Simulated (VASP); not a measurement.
```
CELL_PARAMETERS angstrom
      0.00000     2.90464     2.90464
      2.90464     0.00000     2.90464
      2.90464     2.90464     0.00000
ATOMIC_POSITIONS crystal
  Pb 0.00000 0.00000 0.00000
  F  0.25000 0.25000 0.25000
  F  0.75000 0.75000 0.75000
```

Computed with optB86b-vdW, VASP's PBE PAW potentials (set 64) (plane waves; VASP 6.6.1). Run with 520 eV cut-off, 7×7×7 Γ-centred mesh, Gaussian smearing of 0.050 eV, potentials Pb_d F.

Problem. Give the stress tensor in GPa (positive for a compressed cell).

Solution. 
```
5.39  0.00  0.00
0.00  5.39  0.00
0.00  0.00  5.39
```
The pressure is its mean diagonal, 5.39 GPa.

The compound is PbF2 in the fluorite structure, the β form. This cell is one point of a volume scan, at 0.94 of the reference volume.
